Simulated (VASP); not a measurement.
# NbCd3 (Pm-3m) in VASP: a series of runs, part 2 of 2

VASP 6.6.1. Earlier steps stand in the parts before.

## 4. Single point, PBEsol

INCAR reads:

```
SYSTEM = NbCd3
PREC = Accurate ; ENCUT = 520
EDIFF = 1E-6 ; ISMEAR = 0
SIGMA = 0.1 ; LREAL = .False.
LASPH = .True. ; NELM = 100
ALGO = Fast ; ISIF = 2
LWAVE = .False. ; LCHARG = .True.
GGA = PS ; LELF = .True.
LVHAR = .True. ; NBANDS = 32
```

KPOINTS reads:

```
Automatic mesh
0
Gamma
  10 10 10
  0 0 0
```

POSCAR reads:

```
NbCd3
1.0
    4.2150000000      0.0000000000      0.0000000000
    0.0000000000      4.2150000000      0.0000000000
    0.0000000000      0.0000000000      4.2150000000
Nb Cd
1 3
Direct
    0.0000000000      0.0000000000      0.0000000000
    0.0000000000      0.5000000000      0.5000000000
    0.5000000000      0.0000000000      0.5000000000
    0.5000000000      0.5000000000      0.0000000000
```

Potentials or basis: VASP PAW PBE potentials, release 64 (Nb_sv, Cd).

Run with:

```sh
$ cat potpaw_PBE.64/Nb_sv/POTCAR potpaw_PBE.64/Cd/POTCAR > POTCAR
$ mpirun -np 1 vasp_std > vasp.out
```

OUTCAR:

```text
SYSTEM = NbCd3
   PREC = Accurate
   ENCUT = 520
   EDIFF = 1E-6
   ISMEAR = 0
   LREAL = .False.
   LASPH = .True.
   NELM = 100
   ISIF = 2
   GGA = PS

 ion  position               nearest neighbor table
   1  0.000  0.000  0.000-   2 2.98   3 2.98   4 2.98   2 2.98   3 2.98   2 2.98   4 2.98   2 2.98
                             3 2.98   4 2.98   3 2.98   4 2.98
   2  0.000  0.500  0.500-   1 2.98   3 2.98   4 2.98   1 2.98   4 2.98   1 2.98   3 2.98   1 2.98
                             3 2.98   4 2.98   4 2.98   3 2.98
   3  0.500  0.000  0.500-   1 2.98   2 2.98   4 2.98   1 2.98   4 2.98   2 2.98   4 2.98   4 2.98
                             1 2.98   2 2.98   1 2.98   2 2.98
   4  0.500  0.500  0.000-   1 2.98   2 2.98   3 2.98   2 2.98   3 2.98   1 2.98   3 2.98   3 2.98
                             1 2.98   2 2.98   2 2.98   1 2.98

  LATTYP: Found a simple cubic cell.
 ALAT       =     4.2150000000

  Lattice vectors:

 A1 = (   4.2150000000,   0.0000000000,   0.0000000000)
 A2 = (   0.0000000000,   4.2150000000,   0.0000000000)
 A3 = (   0.0000000000,   0.0000000000,   4.2150000000)

Analysis of symmetry for initial positions (statically):
=====================================================================
 Subroutine PRICEL returns:
 Original cell was already a primitive cell.

 Routine SETGRP: Setting up the symmetry group for a
 simple cubic supercell.

 Subroutine GETGRP returns: Found 48 space group operations
 (whereof 48 operations were pure point group operations)
 out of a pool of 48 trial point group operations.

The static configuration has the point symmetry O_h .

Analysis of symmetry for dynamics (positions and initial velocities):
=====================================================================
 Subroutine PRICEL returns:
 Original cell was already a primitive cell.

 Routine SETGRP: Setting up the symmetry group for a
 simple cubic supercell.

 Subroutine GETGRP returns: Found 48 space group operations
 (whereof 48 operations were pure point group operations)
 out of a pool of 48 trial point group operations.

The dynamic configuration has the point symmetry O_h .

 Subroutine INISYM returns: Found 48 space group operations
 (whereof 48 operations are pure point group operations),
 and found     1 'primitive' translations

----------------------------------------------------------------------------------------

                                     Primitive cell

  volume of cell :      74.8846

  direct lattice vectors                    reciprocal lattice vectors
     4.215000000  0.000000000  0.000000000     0.237247924  0.000000000  0.000000000
     0.000000000  4.215000000  0.000000000     0.000000000  0.237247924  0.000000000
     0.000000000  0.000000000  4.215000000     0.000000000  0.000000000  0.237247924

  length of vectors
     4.215000000  4.215000000  4.215000000     0.237247924  0.237247924  0.237247924

  position of ions in fractional coordinates (direct lattice)
     0.000000000  0.000000000  0.000000000
     0.000000000  0.500000000  0.500000000
     0.500000000  0.000000000  0.500000000
     0.500000000  0.500000000  0.000000000

  ion indices of the primitive-cell ions
   primitive index   ion index
                 1           1
                 2           2
                 3           3
                 4           4

----------------------------------------------------------------------------------------

 KPOINTS: Automatic mesh
[... 47 lines left out ...]
  0.200000  0.100000  0.100000     24.000000
  0.300000  0.100000  0.100000     24.000000
 [... further k-points ...]
   k-points           NKPTS =     56   k-points in BZ     NKDIM =     56   number of bands    NBANDS=     32
   number of dos      NEDOS =    301   number of ions     NIONS =      4
   total plane-waves  NPLWV =  32768
   dimension x,y,z NGX =    32 NGY =   32 NGZ =   32
   dimension x,y,z NGXF=    64 NGYF=   64 NGZF=   64
   ions per type =               1   3
   NGX,Y,Z   is equivalent  to a cutoff of  12.62, 12.62, 12.62 a.u.
   NGXF,Y,Z  is equivalent  to a cutoff of  25.24, 25.24, 25.24 a.u.
 SYSTEM =  NbCd3
   PREC   = accura    normal or accurate (medium, high low for compatibility)
   ISTART =      0    job   : 0-new  1-cont  2-samecut
   ICHARG =      2    charge: 1-file 2-atom 10-const
   ISPIN  =      1    spin polarized calculation?
   LNONCOLLINEAR =      F non collinear calculations
   LSORBIT =      F    spin-orbit coupling
   LASPH  =      T    aspherical Exc in radial PAW
   ENCUT  =  520.0 eV  38.22 Ry    6.18 a.u.   7.84  7.84  7.84*2*pi/ulx,y,z
   NELM   =    100;   NELMIN=  2; NELMDL= -5     # of ELM steps
   EDIFF  = 0.1E-05   stopping-criterion for ELM
   LREAL  =      F    real-space projection
   EDIFFG = 0.1E-04   stopping-criterion for IOM
   NSW    =      0    number of steps for IOM
   IBRION =     -1    ionic relax: 0-MD 1-quasi-New 2-CG
   NFREE  =      0    steps in history (QN), initial steepest desc. (CG)
   ISIF   =      2    stress and relaxation
   ISYM   =      2    0-nonsym 1-usesym 2-fastsym
   POTIM  = 0.5000    time-step for ionic-motion
   TEBEG  =    0.0;   TEEND  =   0.0 temperature during run
   PSTRESS=    0.0 pullay stress
   NELECT =      49.0000    total number of electrons
   NUPDOWN=      -1.0000    fix difference up-down
   EMIN   =  10.00;   EMAX   =-10.00  energy-range for DOS
   EFERMI =   0.00;   METHOD = LEGACY
   ISMEAR =     0;   SIGMA  =   0.10  broadening in eV -4-tet -1-fermi 0-gaus
   EFERMI_NEDOS =   21; number of points for ismear=-14 and -15
   IALGO  =     68    algorithm
   IMIX   =      4    mixing-type and parameters
     AMIX     =   0.40;   BMIX     =  1.00
     AMIX_MAG =   1.60;   BMIX_MAG =  1.00
  volume/ion in A,a.u.               =      18.72       126.34
  Fermi-wavevector in a.u.,A,eV,Ry     =   1.421268  2.685807 27.483802  2.020002
  Thomas-Fermi vector in A             =   2.542096
   LORBIT       =      0    0 simple, 1 ext, 2 COOP (PROOUT), +10 PAW based schemes
   GGA     = PS    functional components
   LHFCALC =     F    Hartree Fock is set to
   AEXX    =    0.0000 exact exchange contribution
   IVDW    =     0    specifies the selected vdW correction
   LEPSILON=     F    determine dielectric tensor
   LRPA    =     F    only Hartree local field effects (RPA)
 non-spin polarized calculation
 RMM-DIIS sequential band-by-band and
 Gauss-broadening in eV      SIGMA  =   0.10
  energy-cutoff  :      520.00
  volume of cell :       74.88
 maximum number of plane-waves:      2040
 NGX is ok and might be reduce to    32
   NGX = 15   NGY = 15   NGZ = 15

 number of electron      49.0000040 magnetization

 Free energy of the ion-electron system (eV)
  ---------------------------------------------------
  ext. energy  EPLUGINS =         0.00000000
  ---------------------------------------------------
  free energy    TOTEN  =       -14.12681937 eV

  energy without entropy =      -14.11975867  energy(sigma->0) =      -14.12328902

 E-fermi :   5.0606     XC(G=0): -12.1212

 val. band max:        5.0171106557   @ k =   0.1000   0.1000   0.0000
 cond. band min:       5.0943744044   @ k =   0.3000   0.3000   0.1000
 fundamental gap:      0.0772637487
 Fermi energy:         5.0605769224

 k-point     1 :       0.0000    0.0000    0.0000
  band No.  band energies     occupation
      1     -49.7080      2.00000
      2     -25.7947      2.00000
      3     -25.7947      2.00000
      4     -25.7947      2.00000
      5      -4.5945      2.00000
      6      -4.3508      2.00000
[... 829 lines left out ...]
     31      11.7268      0.00000
     32      12.1863      0.00000

 [... further k-points ...]

------------------------ aborting loop because EDIFF is reached ----------------------------------------

  FORCE on cell =-STRESS in cart. coord.  units (eV):
  Direction    XX          YY          ZZ          XY          YZ          ZX
  --------------------------------------------------------------------------------------
  -------------------------------------------------------------------------------------
  Total        0.8689560      0.8689560      0.8689560      0.0000000     -0.0000000     -0.0000000
  in kB       18.5915509     18.5915509     18.5915509      0.0000000     -0.0000000     -0.0000000
  external PRESSURE =      18.5915509 kB  Pullay stress =       0.0000000 kB

 VOLUME and BASIS-vectors are now :
 -----------------------------------------------------------------------------
  energy-cutoff  :      520.00
  volume of cell :       74.88
      direct lattice vectors                 reciprocal lattice vectors
     4.215000000  0.000000000  0.000000000     0.237247924  0.000000000  0.000000000
     0.000000000  4.215000000  0.000000000     0.000000000  0.237247924  0.000000000
     0.000000000  0.000000000  4.215000000     0.000000000  0.000000000  0.237247924

 POSITION                                       TOTAL-FORCE (eV/Angst)
 -----------------------------------------------------------------------------------
      0.00000      0.00000      0.00000         0.000000      0.000000      0.000000
      0.00000      2.10750      2.10750         0.000000      0.000000      0.000000
      2.10750      0.00000      2.10750         0.000000      0.000000      0.000000
      2.10750      2.10750      0.00000         0.000000      0.000000      0.000000
 -----------------------------------------------------------------------------------
    total drift:                                0.000000     -0.000000     -0.000000

  FREE ENERGIE OF THE ION-ELECTRON SYSTEM (eV)
  ---------------------------------------------------
  free  energy   TOTEN  =       -14.1268193727 eV

  energy  without entropy=      -14.1197586746  energy(sigma->0) =      -14.12328902
```

Wall time 81 s (1 thread of AMD EPYC 9R45 (Zen 5), shared host); peak memory 0.22 GiB.

Results:

```yaml
Free_energy: -14.1268 eV
Pressure: 1.9 GPa
Band_gap_on_the_k_mesh: none (metal or under the smearing width)
```

Caveat: the PAW data sets were made with another functional, which shifts forces and pressure a little.
